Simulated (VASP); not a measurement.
Given:

```xyz
3
Lattice="0.0000 2.9289 2.9289 2.9289 0.0000 2.9289 2.9289 2.9289 0.0000" Properties=species:S:1:pos:R:3 pbc="T T T"
Al     1.4644     1.4644     1.4644
Al     4.3933     4.3933     4.3933
Pt     0.0000     0.0000     0.0000
```

Level of theory: LDA (Ceperley-Alder, Perdew-Zunger), VASP's LDA PAW potentials (set 64) (plane waves; VASP 6.6.1). Run with 500 eV cut-off, 9×9×9 Γ-centred mesh, first-order Methfessel-Paxton smearing of 0.10 eV, potentials Al Pt.

Energy and stress use the plane-wave basis of the starting cell.

Problem. The ions, cell shape and volume at an external pressure of 5.0 GPa are relaxed. What does this cell relax into?

Solution. 
```xyz
3
Lattice="0.0000 2.8981 2.8981 2.8981 0.0000 2.8981 2.8981 2.8981 0.0000" Properties=species:S:1:pos:R:3 pbc="T T T"
Al     1.4491     1.4491     1.4491
Al     4.3472     4.3472     4.3472
Pt     0.0000     0.0000     0.0000
```
Space group Fm-3m (225), at a tolerance of 0.03 Å.

Problem. How do energy and volume change from the first to the last step?

Solution. The energy (σ→0) changes by +7.8 meV/atom and the volume by -3.1 %, in 3 ionic steps.

The compound is PtAl2 in the fluorite structure. This run relaxes it under an external pressure of 5 GPa. Symmetry was kept, so distortions that lower it aren't found.
